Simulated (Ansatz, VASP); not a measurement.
# CoO (zincblende prototype): VASP beside Ansatz, part 3 of 3

Aim: how closely do two programs agree when they are given the same cell, functional and k mesh? The cell is invented: As first built, before any earlier steps moved the atoms (in the runner's words): zincblende prototype, lattice guessed from radii. It may not be a known or stable phase. The cell is taken from a series of runs on this material, whose earlier steps may have relaxed, scaled, displaced or heated it; both programs get it as it stands.

VASP 6.6.1 and Ansatz 0.2.0.

So far. Step 3 (VASP: single point, LDA, DFT+U, pair 1): The run ends at a pressure of -8.99 GPa, with forces up to 0.24 eV/Å.

### Step 6. VASP: single point, LDA, DFT+U, pair 2

Level of this step: LDA, DFT+U (Co d 6.12 eV), spin-polarised from a ferromagnetic start; plane waves and PAW (Co, O); invented cell (VASP).

The same cell, functional (in two slightly different forms), mesh and smearing now go to VASP, with its own data sets.

The input, INCAR:

```
SYSTEM = CoO
PREC = Accurate
ENCUT = 520
EDIFF = 1E-06
NELM = 200
ISMEAR = -1
SIGMA = 0.05
LREAL = .FALSE.
ALGO = Normal
GGA = PW92
NBANDS = 36
ISPIN = 2
MAGMOM = 2.5 2.5 2.5 0.16 0.16 0.16
LDAU = .TRUE.
LDAUTYPE = 2
LDAUL = 2 -1
LDAUU = 6.12 0
LDAUJ = 0 0
LDAUPRINT = 1
LASPH = .TRUE.
LMAXMIX = 4
LORBIT = 11
LWAVE = .FALSE.
LCHARG = .FALSE.
ISIF = 2
GGA_COMPAT = .FALSE.
KPAR = 2
```

The input, POSCAR:

```
CoO
1.0
    0.0000000000      2.2851447630      2.2851447630
   -2.2851447630      0.0000000000     -2.2851447630
   -4.5702895260     -4.5702895260      4.5702895260
Co O
3 3
Direct
    1.0000000000      0.0000000000      0.0000000000
    0.3333333333      0.6666666667      0.6666666667
    0.6666666667      0.3333333333      0.3333333333
    0.3333333333      0.6666666667      0.9166666667
    0.6666666667      0.3333333333      0.5833333333
    1.0000000000      0.0000000000      0.2500000000
```

The input, KPOINTS:

```
Automatic mesh
0
Gamma
10 10 4
0 0 0
```

Potentials, in the order of the species: Co and O (LDA family, release 64).

Command:

```bash
$ mpirun -np 2 vasp_std
```

Numbers of over 12 decimals in the logs are rounded to 6 here.

What it wrote:

```text
[banner, memory and clock lines left out]
running    2 mpi-ranks, on    1 nodes
[...]
[... a notice as in an earlier step ...]

 LDA part: xc-table for (Slater(with rela. corr.)+PW92), standard interpolation
 POSCAR, INCAR and KPOINTS ok, starting setup
[...]
entering main loop
       N       E                     dE             d eps       ncg     rms          rms(c)
DAV:   1     0.439796540305E+03    0.43980E+03   -0.20204E+04  7216   0.147E+03
DAV:   2     0.238281153454E+02   -0.41597E+03   -0.37509E+03  7372   0.356E+02
DAV:   3    -0.376510261417E+02   -0.61479E+02   -0.59252E+02  7920   0.155E+02
DAV:   4    -0.396626712405E+02   -0.20116E+01   -0.19958E+01  8296   0.299E+01
[...]
DAV:  16    -0.381190822880E+02   -0.32007E-04   -0.84271E-05  9228   0.128E-01    0.139E-02
DAV:  17    -0.381190871649E+02   -0.48769E-05   -0.13233E-05  9276   0.420E-02    0.415E-03
DAV:  18    -0.381190872985E+02   -0.13362E-06   -0.47488E-06  6772   0.171E-02
   1 F= -.38119087E+02 E0= -.38119087E+02  d E =-.424241E-06  mag=     9.0001
```

OUTCAR, selected parts (step 6):

```text
  Total       -3.2888070     -3.2888070     -3.2888070      0.0016877     -0.0016877     -0.0016877
  in kB      -73.5963988    -73.5963988    -73.5963988      0.0377680     -0.0377680     -0.0377680
  external PRESSURE =     -73.5963988 kB  Pullay stress =       0.0000000 kB

 POSITION                                       TOTAL-FORCE (eV/Angst)
 -----------------------------------------------------------------------------------
      0.00000      0.00000      0.00000         0.000203      0.000203     -0.000203
     -4.57029     -2.28514      2.28514         0.000203      0.000203     -0.000203
     -2.28514      0.00000      2.28514         0.000203      0.000203     -0.000203
     -5.71286     -3.42772      3.42772        -0.000203     -0.000203      0.000203
     -3.42772     -1.14257      3.42772        -0.000203     -0.000203      0.000203
     -1.14257     -1.14257      1.14257        -0.000203     -0.000203      0.000203
 -----------------------------------------------------------------------------------
    total drift:                                0.000085      0.000085     -0.000084

  FREE ENERGIE OF THE ION-ELECTRON SYSTEM (eV)
  ---------------------------------------------------
  free  energy   TOTEN  =       -38.1190872985 eV

  energy  without entropy=      -38.1190868743  energy(sigma->0) =      -38.11908709

 magnetization (x)
# of ion       s       p       d       tot
------------------------------------------
    1        0.017   0.044   2.722   2.783
    2        0.017   0.044   2.722   2.783
    3        0.017   0.044   2.722   2.783
    4        0.010   0.130   0.000   0.140
    5        0.010   0.130   0.000   0.140
    6        0.010   0.130   0.000   0.140
--------------------------------------------------
tot          0.082   0.522   8.165   8.769

[... 1 part as in an earlier step ...]

[... 2 further parts left out ...]
[key lines of the parts left out:]
E-fermi :   4.8993
```

The run ends at a pressure of -7.36 GPa, with forces up to 3.5e-4 eV/Å.

### Step 7. Comparison

What differs besides the data sets and the points named for the pairs above, as far as they apply: the data sets hold 69 valence electrons in Ansatz (on its default PAW (the set named soft_2) files) and 45 in VASP. Total energies have different zeros and are not compared.

Compared:

```tsv
quantity	Ansatz	VASP	difference
total moment (μB)	9.00	9.00	0.00
moment on Co1 (μB)	2.50	2.78	-0.28
moment on Co2 (μB)	2.50	2.78	-0.28
moment on Co3 (μB)	2.50	2.78	-0.28
moment on O4 (μB)	0.17	0.14	+0.02
moment on O5 (μB)	0.17	0.14	+0.02
moment on O6 (μB)	0.17	0.14	+0.02
```

### Step 8. Ansatz: single point, LDA, DFT+U, pair 3

With cell and atoms fixed, the geometry can't cause a difference; cores, projectors, grids and the points listed under the comparison can.

The cell is taken from a series of runs on this material, whose earlier steps may have relaxed, scaled, displaced or heated it; both programs get it as it stands.

The input, input.yaml:

```yaml
crystal:
  lattice:
    - [0.0, 2.285144763, 2.285144763]
    - [-2.285144763, 0.0, -2.285144763]
    - [-4.570289526, -4.570289526, 4.570289526]
  atoms:
    - { symbol: Co, position: [0.0, 0.0, 0.0], spin: 3.0 }
    - { symbol: Co, position: [0.333333333, 0.666666667, 0.666666667], spin: 3.0 }
    - { symbol: Co, position: [0.666666667, 0.333333333, 0.333333333], spin: -3.0 }
    - { symbol: O, position: [0.333333333, 0.666666667, 0.916666667] }
    - { symbol: O, position: [0.666666667, 0.333333333, 0.583333333] }
    - { symbol: O, position: [0.0, 0.0, 0.25] }
magnetization:
  spin_polarized: true
kpoints:
  mp_grid: { grid: [10, 10, 4] }
hamiltonian:
  xc: lda
  hubbard:
    sites:
      - { species: Co, l: d, u_eff: 6.12 }
      - { site: 0, l: d, u_eff: 6.12, starting_ns: [{ spin: up, occupation_matrix: co1_major }, { spin: down, occupation_matrix: co1_minor }] }
      - { site: 1, l: d, u_eff: 6.12, starting_ns: [{ spin: up, occupation_matrix: co1_major }, { spin: down, occupation_matrix: co1_minor }] }
      - { site: 2, l: d, u_eff: 6.12, starting_ns: [{ spin: up, occupation_matrix: co1_minor }, { spin: down, occupation_matrix: co1_major }] }
    projectors: ortho-atomic
    occupation_matrices:
      co1_major:
        matrix:
          - [0.999, 0.0, 0.0, 0.0, 0.0]
          - [0.0, 0.995, 0.0, 0.0, 0.0]
          - [0.0, 0.0, 0.995, 0.0, 0.0]
          - [0.0, 0.0, 0.0, 0.999, 0.0]
          - [0.0, 0.0, 0.0, 0.0, 0.995]
      co1_minor:
        matrix:
          - [0.992, 0.0, 0.0, 0.0, 0.0]
          - [0.0, 0.105, 0.0, 0.0, 0.0]
          - [0.0, 0.0, 0.105, 0.0, 0.0]
          - [0.0, 0.0, 0.0, 0.992, 0.0]
          - [0.0, 0.0, 0.0, 0.0, 0.105]
scf:
  occupations: { method: fermi_dirac, width: 0.05 }
output:
  eigenvalues: true
```

Command:

```bash
$ ansatz run input.yaml --threads 4 --pin off --max-ram 8192MiB --backend cpu --events-out ev --progress --plain --runs-dir out
```

What it wrote:

```text
[...]
Crystal: 6 atoms, lattice volume = 71.597 Å³
Basis set: ecut = 420 eV, 1395 PW (Γ)
Bands: 47, of which v1, the nominal top of the filled ones, is band 35 counted from 1 (34 counted from 0)
Symmetry: 6 space group operations
[...]
k-points: 50 of 400 (time reversal used)
[...]
Starting moments: Σ|m| = 9 μB on 3 of 6 sites
[...]
k-point 0 ↑: bands = [... 31 lower, 8.4883, 8.7681, 8.7681, 9.1226, 9.1226, 10.1630, 12.9243, 13.7177, ... 8 higher]
  k-point 1 ↑: bands = [... 31 lower, 8.2814, 8.7207, 8.7207, 9.1570, 9.1570, 10.5853, 12.5123, 13.2633, ... 8 higher]
  k-point 2 ↑: bands = [... 31 lower, 8.0998, 8.6793, 8.6793, 9.1857, 9.1857, 11.3516, 11.6500, 13.1867, ... 8 higher]
  k-point 49 ↓: bands = [... 31 lower, 7.7622, 8.2470, 11.3935, 11.7908, 12.5567, 12.8677, 12.9341, 12.9453, ... 8 higher]
Occupation matrices written to <dir>
[key lines of the parts left out:]
SCF converged after 15 iterations
Magnetization: 3.0000 μB (36.0000 up, 33.0000 down)
Free energy (F): -16844.278155 eV
Fermi energy:    9.726291 eV
```

### Step 9. VASP: single point, LDA, DFT+U, pair 3

The same cell, functional (in two slightly different forms), mesh and smearing now go to VASP, with its own data sets.

INCAR, as its differences from that of step 6:

```diff
@@ -10,5 +10,5 @@
 GGA = PW92
-NBANDS = 36
+NBANDS = 33
 ISPIN = 2
-MAGMOM = 2.5 2.5 2.5 0.16 0.16 0.16
+MAGMOM = 2.48 2.48 -2.46 0.16 0.08 -0.08
 LDAU = .TRUE.
```

POSCAR is that of step 6.

KPOINTS is that of step 6.

Command:

```bash
$ mpirun -np 2 vasp_std
```

What it wrote:

```text
[... set-up lines as in an earlier step ...]
 entering main loop
       N       E                     dE             d eps       ncg     rms          rms(c)
DAV:   1     0.432461982599E+03    0.43246E+03   -0.20394E+04  6608   0.159E+03
DAV:   2     0.236981444585E+02   -0.40876E+03   -0.37271E+03  6920   0.374E+02
DAV:   3    -0.369858749674E+02   -0.60684E+02   -0.58263E+02  7622   0.167E+02
DAV:   4    -0.391269918725E+02   -0.21411E+01   -0.21278E+01  7654   0.339E+01
[...]
DAV:  19    -0.382199773040E+02   -0.92908E-05   -0.49064E-05 11042   0.885E-02    0.698E-03
DAV:  20    -0.382199788840E+02   -0.15800E-05   -0.84955E-06  8450   0.261E-02    0.378E-03
DAV:  21    -0.382199792895E+02   -0.40549E-06   -0.14792E-06  3827   0.160E-02
   1 F= -.38219979E+02 E0= -.38219979E+02  d E =-.283424E-07  mag=     3.0000
```

OUTCAR, selected parts (step 9):

```text
  Total       -3.7608265     -3.7608265     -3.7608265     -0.2726202      0.2726202      0.2726202
  in kB      -84.1591771    -84.1591771    -84.1591771     -6.1006504      6.1006504      6.1006504
  external PRESSURE =     -84.1591771 kB  Pullay stress =       0.0000000 kB

 POSITION                                       TOTAL-FORCE (eV/Angst)
 -----------------------------------------------------------------------------------
      0.00000      0.00000      0.00000        -0.111962     -0.111962      0.111962
     -4.57029     -2.28514      2.28514         0.004122      0.004122     -0.004122
     -2.28514      0.00000      2.28514        -0.082805     -0.082805      0.082805
     -5.71286     -3.42772      3.42772         0.058039      0.058039     -0.058039
     -3.42772     -1.14257      3.42772         0.074001      0.074001     -0.074001
     -1.14257     -1.14257      1.14257         0.058604      0.058604     -0.058604
 -----------------------------------------------------------------------------------
    total drift:                                0.000013      0.000013     -0.000012

  FREE ENERGIE OF THE ION-ELECTRON SYSTEM (eV)
  ---------------------------------------------------
  free  energy   TOTEN  =       -38.2199792895 eV

  energy  without entropy=      -38.2199792612  energy(sigma->0) =      -38.21997928

 magnetization (x)
# of ion       s       p       d       tot
------------------------------------------
    1        0.015   0.042   2.702   2.760
    2        0.015   0.043   2.701   2.758
    3       -0.013  -0.041  -2.681  -2.735
    4        0.009   0.124   0.000   0.133
    5        0.006   0.067   0.000   0.073
    6       -0.005  -0.060   0.000  -0.065
--------------------------------------------------
tot          0.027   0.174   2.722   2.924

[... 2 parts as in an earlier step ...]

[... 1 further part left out ...]
[key lines of the parts left out:]
E-fermi :   4.9215
```

The run ends at a pressure of -8.42 GPa, with forces up to 0.19 eV/Å.

### Step 10. Comparison

What differs besides the data sets and the points named for the pairs above, as far as they apply: the data sets hold 69 valence electrons in Ansatz (on its default PAW (the set named soft_2) files) and 45 in VASP. Total energies have different zeros and are not compared.

Both answers:

```tsv
quantity	Ansatz	VASP	difference
total moment (μB)	3.00	3.00	0.00
moment on Co1 (μB)	2.48	2.76	-0.28
moment on Co2 (μB)	2.48	2.76	-0.28
moment on Co3 (μB)	-2.46	-2.73	+0.27
moment on O4 (μB)	0.16	0.13	+0.02
moment on O5 (μB)	0.09	0.07	+0.01
moment on O6 (μB)	-0.08	-0.07	-0.01
```

### Step 11. Results

```
difference in total moment (single point, LDA, DFT+U, pair 1) : 0 μB
difference in total moment (single point, LDA, DFT+U, pair 2) : -1.0e-4 μB
difference in total moment (single point, LDA, DFT+U, pair 3) : 0 μB
```

The difference in total moment is 0 μB (single point, LDA, DFT+U, pair 1). The data sets hold unlike numbers of valence electrons (69 in Ansatz and 45 in VASP), so part of the differences comes from the potentials. 3 further runs of this series are not shown here. How closely two codes agree says nothing of how well the functional describes the real material.

[Lines on the potential files, build, host, timing and source positions are cut from VASP's logs without a mark.]

[Logs are printed without paths, hosts, clocks, repeated set-up lines and the standing remarks that a program may print on its own settings, such as how far it seeks lower states.]

[Hosts, paths, dates, database ids (printed as entryN), source tags and the programs' standing remarks are cut or masked in the printed files.]
